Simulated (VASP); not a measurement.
Calculation: PBEsol GGA, VASP's PBE PAW potentials (set 64) (plane waves; VASP).

Input for VASP

**KPOINTS**
```
Regular mesh
0
G
 9 9 5
0 0 0
```

File POSCAR:
```
ZnS
1
    3.7876969553     0.0000000000     0.0000000000
   -1.8938484776     3.2802417437     0.0000000000
    0.0000000000     0.0000000000     6.2083290833
Zn S
2 2
Direct
  0.3333330000   0.6666670000   0.0000000000
  0.6666670000   0.3333330000   0.5000000000
  0.3333330000   0.6666670000   0.3750000000
  0.6666670000   0.3333330000   0.8750000000
```

### INCAR
```
SYSTEM = ZnS
PREC = Normal; ENCUT = 400; LREAL = .FALSE.
LASPH = .TRUE.
EDIFF = 1E-5; NELM = 100; NELMIN = 4
ALGO = Fast; LMAXMIX = 4
ISMEAR = 0; SIGMA = 0.05
GGA = PS
IBRION = 2; NSW = 20; ISIF = 2
EDIFFG = -0.03
LWAVE = .FALSE.; LCHARG = .FALSE.
```

POTCAR, in this order: Zn S (PBE.64 set). Program: vasp_std.

What VASP printed:

File OSZICAR:
```
       N       E                     dE             d eps       ncg     rms          rms(c)
DAV:   1     0.212480826051E+03    0.21248E+03   -0.15161E+04  1584   0.167E+03
DAV:   2     0.281658548248E+01   -0.20966E+03   -0.20453E+03  1710   0.342E+02
DAV:   3    -0.155849677873E+02   -0.18402E+02   -0.18341E+02  1884   0.108E+02
DAV:   4    -0.159719496475E+02   -0.38698E+00   -0.38662E+00  1908   0.164E+01
DAV:   5    -0.159794746522E+02   -0.75250E-02   -0.75245E-02  1904   0.222E+00    0.102E+01
RMM:   6    -0.152044316053E+02    0.77504E+00   -0.27027E+00  1584   0.149E+01    0.800E+00
RMM:   7    -0.151602226714E+02    0.44209E-01   -0.91351E-01  1584   0.785E+00    0.304E+00
RMM:   8    -0.151717502283E+02   -0.11528E-01   -0.23052E-01  1585   0.350E+00    0.126E+00
RMM:   9    -0.151641528000E+02    0.75974E-02   -0.58977E-02  1584   0.262E+00    0.515E-01
RMM:  10    -0.151639781806E+02    0.17462E-03   -0.17300E-02  1601   0.135E+00    0.183E-01
RMM:  11    -0.151644199812E+02   -0.44180E-03   -0.48514E-03  1643   0.503E-01    0.273E-01
RMM:  12    -0.151643691569E+02    0.50824E-04   -0.12047E-03  1722   0.267E-01    0.592E-02
RMM:  13    -0.151643933523E+02   -0.24195E-04   -0.24323E-04  1550   0.105E-01    0.828E-02
RMM:  14    -0.151643971704E+02   -0.38181E-05   -0.36572E-05  1142   0.440E-02
   1 F= -.15164397E+02 E0= -.15164397E+02  d E =-.151644E+02
```

File OUTCAR:
```
------------------------ aborting loop because EDIFF is reached ----------------------------------------
  FORCE on cell =-STRESS in cart. coord.  units (eV):
  Direction    XX          YY          ZZ          XY          YZ          ZX
  --------------------------------------------------------------------------------------
  Total        0.1191431      0.1191431      0.1099399      0.0000000      0.0000000      0.0000000
  in kB        2.4747071      2.4747070      2.2835477      0.0000000      0.0000000      0.0000000
  external PRESSURE =       2.4109873 kB  Pullay stress =       0.0000000 kB
  volume of cell :       77.14
      direct lattice vectors                 reciprocal lattice vectors
     3.787696955  0.000000000  0.000000000     0.264012674  0.152427790  0.000000000
    -1.893848478  3.280241744  0.000000000     0.000000000  0.304855580  0.000000000
     0.000000000  0.000000000  6.208329083     0.000000000  0.000000000  0.161073936
  FREE ENERGIE OF THE ION-ELECTRON SYSTEM (eV)
  ---------------------------------------------------
  free  energy   TOTEN  =       -15.1643971704 eV

  energy  without entropy=      -15.1643971704  energy(sigma->0) =      -15.16439717

 reached required accuracy - stopping structural energy minimisation
```
(Selected blocks of OUTCAR.)

File OUTCAR:
```
 val. band max:        2.2439106941   @ k =   0.0000   0.0000   0.0000

 cond. band min:       4.3970082979   @ k =   0.0000   0.0000   0.0000


 Fermi energy:         2.4944846119

 k-point     1 :       0.0000    0.0000    0.0000
  band No.  band energies     occupation
      1     -11.0979      2.00000
      2     -10.1058      2.00000
      3      -4.2236      2.00000
      4      -4.2132      2.00000
      5      -4.2132      2.00000
      6      -4.1295      2.00000
      7      -4.1295      2.00000
      8      -3.7477      2.00000
      9      -3.7477      2.00000
     10      -3.6643      2.00000
     11      -3.6643      2.00000
     12      -3.5189      2.00000
     13      -3.2727      2.00000
     14       1.3112      2.00000
     15       1.3112      2.00000
     16       2.1673      2.00000
     17       2.2439      2.00000
     18       2.2439      2.00000
     19       4.3970      0.00000
     20       5.2514      0.00000
     21       8.4474      0.00000
     22       8.5832      0.00000

 k-point     2 :       0.1111    0.0000    0.0000
  band No.  band energies     occupation
      1     -11.0103      2.00000
      2     -10.0565      2.00000
      3      -4.2254      2.00000
      4      -4.2022      2.00000
      5      -4.1958      2.00000
      6      -4.1212      2.00000
      7      -4.1042      2.00000
      8      -3.7600      2.00000
      9      -3.7485      2.00000
     10      -3.7247      2.00000
     11      -3.6602      2.00000
     12      -3.4647      2.00000
     13      -3.1516      2.00000
     14       0.6418      2.00000
     15       1.1077      2.00000
     16       1.4946      2.00000
     17       2.0545      2.00000
     18       2.1342      2.00000
     19       5.0719      0.00000
     20       5.8495      0.00000
     21       8.0706      0.00000
     22       8.7126      0.00000

 k-point     3 :       0.2222    0.0000    0.0000
  band No.  band energies     occupation
      1     -10.7688      2.00000
...
```

The compound is ZnS in the wurtzite structure, the high-temperature form. It was relaxed first.
